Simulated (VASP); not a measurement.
**CoS (relaxed from the CsCl type structure, space group Pm-3m): computed properties**

All values below come from PBEsol GGA, VASP's PBE PAW potentials (set 64) (plane waves; VASP 6.6.1).

| Item | Value |
|---|---|
| space group | Pm-3m (221) |
| cell | a = 2.830 Å, b = 2.830 Å, c = 2.830 Å, α = 90.00°, β = 90.00°, γ = 90.00° |
| volume per atom | 11.33 Å^3/atom |
| band gap (over mesh and band path) | none (metal, semimetal or under 0.01 eV) |
| cell moment | 0.71 μB |
| density | 6.67 g/cm³ |

```
CoS
1.0
    2.83013     0.00000     0.00000
    0.00000     2.83013     0.00000
    0.00000     0.00000     2.83013
Co S
1 1
Direct
  0.00000   0.00000   0.00000
  0.50000   0.50000   0.50000
```
Starting moments (μB, in the order of the record's atoms Co S): 0.7 0.0.

The moments were started parallel, and other spin orders were not tried in this run.

The structure was generated: CoS was put into the CsCl type type (Pm-3m), which need not be its known phase. It was relaxed first, which changed the volume by -16 %. Symmetry was kept, so distortions that lower it aren't found.
